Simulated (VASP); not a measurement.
Given:

```
MgS
1.0
    0.00000     2.57346     2.67584
    2.52879     0.00000     2.67584
    2.52879     2.57346     0.00000
Mg S
1 1
Direct
  0.00000   0.00000   0.00000
  0.48796   0.51204   0.51204
```

The numbers are results of PBE GGA, VASP's PBE PAW potentials (set 64) (plane waves; VASP 6.6.1), not measurements. Numerical set-up: 400 eV cut-off, 13×13×13 Γ-centred mesh, Gaussian smearing of 0.050 eV, potentials Mg S.

Which forces act on the atoms, in eV/Å?

```
atom      Fx     Fy     Fz
----  ------  -----  -----
Mg1    0.290  0.000  0.000
S2    -0.290  0.000  0.000
```

Give the stress tensor in GPa (positive for a compressed cell).

```
 5.56   0.00   0.00
 0.00   2.71   0.00
 0.00   0.00  -1.21
```
The pressure is its mean diagonal, 2.35 GPa.

The compound is MgS in the rock salt structure. The cell was not relaxed at this level, atoms are displaced from their ideal sites. The run is one of a series of settings (KPOINTS 13×13×13 Γ-centred mesh against the base run), some of them coarse on purpose.
